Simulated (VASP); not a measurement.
A VASP calculation is set up with these files.

**KPOINTS**
```
K-points
0
G
11 11 6
```

INCAR:
```
SYSTEM  =  Be
PREC  =  Accurate; ENCUT  =  300; LREAL  =  F
LASPH  =  T
EDIFF  =  1E-6; NELM  =  100; ALGO  =  Normal
ISMEAR  =  -1; SIGMA  =  0.1
GGA  =  PE
IBRION  =  2; NSW  =  50; ISIF  =  3
EDIFFG  =  -0.01
LWAVE  =  F; LCHARG  =  F
```

POSCAR:
```
Be
1.0
  1.1450000000  -1.9831980000   0.0000000000
  1.1450000000   1.9831980000   0.0000000000
  0.0000000000   0.0000000000   3.5800000000
Be
2
Cartesian
  1.1450000000   0.6610673221   0.8950000000
  1.1450000000  -0.6610673221   2.6850000000
```

POTCAR, in this order: Be (PBE.64 set). Program: vasp_std.

Write an equivalent input for Ansatz.

One equivalent input (not run):
Ansatz 0.2 input:
```yaml
crystal:
  lattice:
    - [1.1450000, -1.9831980, 0.0000000]
    - [1.1450000, 1.9831980, 0.0000000]
    - [0.0000000, 0.0000000, 3.5800000]
  atoms:
    - { symbol: Be, position: [0.3333330, 0.6666670, 0.2500000] }
    - { symbol: Be, position: [0.6666670, 0.3333330, 0.7500000] }
kpoints:
  mp_grid: { grid: [11, 11, 6] }
hamiltonian:
  xc: pbe
  pseudopotentials: { kind: paw }
scf:
  occupations: { method: fermi_dirac, width: 0.1 }
  max_iter: 100
relax:
  max_steps: 50
  f_tol: 0.01
  cell: {}
output: { forces: true, stress: true, eigenvalues: true }
```
The two are equivalent in intent, not identical: each code has its own PAW files, so the cut-off isn't converted (ENCUT is set for VASP's; basis.ecutwfc is left out, and Ansatz then takes the one that its files recommend); Ansatz stops its SCF on the density residual and VASP on the energy change (EDIFF).

The structure is a typed Be crystal (P6_3/mmc). This run relaxes it. Symmetry was kept, so distortions that lower it aren't found. The run is one of a series of settings (EDIFFG = -0.01, IBRION = 2, ISIF = 3, NSW = 50 against the base run), some of them coarse on purpose.
